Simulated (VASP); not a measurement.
VASP input:

KPOINTS:
```
K-points
0
gamma
 9 9 5
0 0 0
```

INCAR:
```
SYSTEM = GaN
PREC = Accurate
ENCUT = 520
EDIFF = 1E-6
NELM = 100
ALGO = Normal
LREAL = .FALSE.
LASPH = .TRUE.
ISMEAR = 0
SIGMA = 0.05
GGA = PE
LMAXMIX = 4
LWAVE = .FALSE.
LCHARG = .FALSE.
IBRION = 2
ISIF = 3
NSW = 60
EDIFFG = -0.01
```

POSCAR:
```
GaN
1
    3.0072381329     0.0000000000     0.0000000000
   -1.5036190665     2.6043451277    -0.0000000000
   -0.0000000000    -0.0000000000     5.0982753413
Ga N
2 2
Direct
  0.0000000000   0.0000000000   0.0000000000
  0.0000000000   0.0000000000   0.5000000000
  0.3333330000   0.6666670000   0.2500000000
  0.6666670000   0.3333330000   0.7500000000
```

POTCAR, in this order: Ga_d N (PBE.64 set). Program: vasp_std.

Problem. Write an equivalent input for Quantum ESPRESSO's pw.x.

Solution. One equivalent input (not run):
```
&CONTROL
  calculation = 'vc-relax'
  pseudo_dir = './pseudo'
  outdir = './out'
  tprnfor = .true.
  tstress = .true.
  nstep = 60
  forc_conv_thr = 0.00039
/
&SYSTEM
  ibrav = 0
  nat = 4
  ntyp = 2
  ecutwfc = 84
  occupations = 'smearing'
  smearing = 'gaussian'
  degauss = 0.003675
  input_dft = 'pbe'
/
&ELECTRONS
  conv_thr = 7.3e-08
  electron_maxstep = 100
/
&IONS
/
&CELL
/
ATOMIC_SPECIES
  Ga 69.723 Ga.upf
  N 14.007 N.upf
CELL_PARAMETERS angstrom
     3.0072381    0.0000000    0.0000000
    -1.5036191    2.6043451   -0.0000000
    -0.0000000   -0.0000000    5.0982753
ATOMIC_POSITIONS crystal
  Ga   0.0000000  0.0000000  0.0000000
  Ga   0.0000000  0.0000000  0.5000000
  N    0.3333330  0.6666670  0.2500000
  N    0.6666670  0.3333330  0.7500000
K_POINTS automatic
  9 9 5 0 0 0
```
Limits of the translation: the potentials are each code's own (VASP's PAW set, PseudoDojo norm-conserving files in pw.x), so ENCUT and ecutwfc are chosen apart and not converted; conv_thr bounds pw.x's estimated SCF error, while EDIFF bounds the energy change between steps; forc_conv_thr acts on force components and is met together with etot_conv_thr.

The structure was generated: GaN was put into the NiAs type type (P6_3/mmc), which need not be its known phase. This run relaxes it. Symmetry was kept, so distortions that lower it aren't found. The start is the result of an earlier pass.
